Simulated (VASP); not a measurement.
Here is a VASP 6.6.1 calculation.

INCAR

```
PREC     = Accurate       # precision mode
ENCUT    = 900            # plane-wave cutoff, eV
EDIFF    = 1E-6           # SCF threshold, eV
ISMEAR   = 0              # smearing method
SIGMA    = 0.1            # smearing width, eV
LREAL    = F              # projectors in reciprocal space
LASPH    = T              # aspherical terms in the spheres
NELM     = 150            # most SCF steps
ALGO     = Normal         # electronic algorithm
ISIF     = 2              # what is computed and relaxed
LWAVE    = F              # write WAVECAR
LCHARG   = F              # write CHGCAR
ISPIN    = 2              # spin polarisation
MAGMOM   = 0 2            # initial moments
LORBIT   = 11             # projections on sites
LMAXMIX  = 4              # l up to which the mixer works
GGA      = PS             # functional
NBANDS   = 22             # bands
```

Contents of KPOINTS:

```
Automatic mesh
0
Gamma
  14 14 14
```

File POSCAR:

```
TiCo
1.0
    2.9351000000      0.0000000000      0.0000000000
    0.0000000000      2.9351000000      0.0000000000
    0.0000000000      0.0000000000      2.9351000000
Ti Co
1 1
Direct
    0.0000000000      0.0000000000      0.0000000000
    0.5000000000      0.5000000000      0.5000000000
```

Potentials or basis: VASP PAW PBE potentials, release 64 (Ti_sv, Co).

The run is started by

```sh
$ cat potpaw_PBE.64/Ti_sv/POTCAR potpaw_PBE.64/Co/POTCAR > POTCAR
$ mpirun -np 1 vasp_std > vasp.out
```

(1) What does it give for the net moment?

(2) What does it give for the band gap on the k mesh?

Results:

(1) 0.57 μB per cell.

(2) none (metal or under the smearing width).
